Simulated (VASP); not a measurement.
Data:

```yaml
crystal:
  lattice:
    - [0.00000, 2.46961, 2.46961]
    - [2.46961, 0.00000, 2.46961]
    - [2.46961, 2.46961, 0.00000]
  atoms:
    - { symbol: Pb, position: [0.00000, 0.00000, 0.00000] }
```

The numbers are results of AM05 GGA, VASP's PBE PAW potentials (set 64) (plane waves; VASP), not measurements. Settings: 520 eV cut-off, Gaussian smearing of 0.050 eV, potentials Pb_d.

Unless said otherwise, spin-orbit coupling is left out, though it shifts the bands of the heavy elements here.

Task: What does the run give for the band gap (along the path) with the smallest direct gap where there is one?

Result: 
| Property | Value |
|---|---|
| band gap (along the path) | none (metal, semimetal or under 0.01 eV) |

The absolute energy has meaning only against runs of the same code, potentials and settings.

The compound is Pb in the fcc structure. It was relaxed first.
